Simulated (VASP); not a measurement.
An input for Ansatz (written as the equivalent of a VASP run, and not itself run):

Ansatz 0.2 input:
```yaml
crystal:
  lattice:
    - [2.6615227, 0.0000000, 0.0000000]
    - [-1.3307613, 2.3049467, 0.0000000]
    - [0.0000000, 0.0000000, 4.6425740]
  atoms:
    - { symbol: Zn, position: [0.6666670, 0.3333330, 0.7500000] }
    - { symbol: Zn, position: [0.3333330, 0.6666670, 0.2500000] }
kpoints:
  mp_grid: { grid: [14, 14, 7] }
hamiltonian:
  xc: r2scan
  pseudopotentials: { kind: paw }
scf:
  occupations: { method: methfessel_paxton, width: 0.1 }
  max_iter: 100
relax:
  max_steps: 60
  f_tol: 0.01
  cell: {}
output: { forces: true, stress: true, eigenvalues: true }
```

Q: Write the VASP files for the same calculation (r2SCAN).

A: One answer among several that fit: 
File POSCAR:
```
Zn
1
    2.6615226571    -0.0000000000     0.0000000000
   -1.3307613286     2.3049466597    -0.0000000000
   -0.0000000000    -0.0000000000     4.6425740389
Zn
2
Direct
  0.6666670000   0.3333330000   0.7500000000
  0.3333330000   0.6666670000   0.2500000000
```

INCAR:
```
# general
SYSTEM   =  Zn
PREC     =  Accurate
ENCUT    =  480   # plane-wave cut-off (eV)
LREAL    =  .FALSE.   # projection in real space or not
LASPH    =  .TRUE.   # aspherical one-centre terms

# electronic loop
EDIFF    =  1E-6
NELM     =  100   # most electronic steps
ALGO     =  Normal   # blocked Davidson
LMAXMIX  =  4
LMIXTAU  =  .TRUE.

# smearing
ISMEAR   =  1   # Methfessel-Paxton
SIGMA    =  0.1   # width (eV)

# functional
METAGGA  =  R2SCAN

# ions
IBRION   =  2   # conjugate gradients
NSW      =  60   # most ionic steps
ISIF     =  3
EDIFFG   =  -0.01   # ionic stop

# output
LWAVE    =  .FALSE.
LCHARG   =  .FALSE.
```

**KPOINTS**
```
Regular mesh
0
gamma
  14 14 7
```

POTCAR, in this order: Zn (PBE.64 set). Program: vasp_std.

Limits of the translation: each code has its own PAW files, so the cut-off isn't converted (ENCUT is set for VASP's; basis.ecutwfc is left out, and Ansatz then takes the one that its files recommend); Ansatz stops its SCF on the density residual and VASP on the energy change (EDIFF).

The compound is Zn in the hcp structure. This run relaxes it. Symmetry was kept, so distortions that lower it aren't found. The start is the result of an earlier pass.
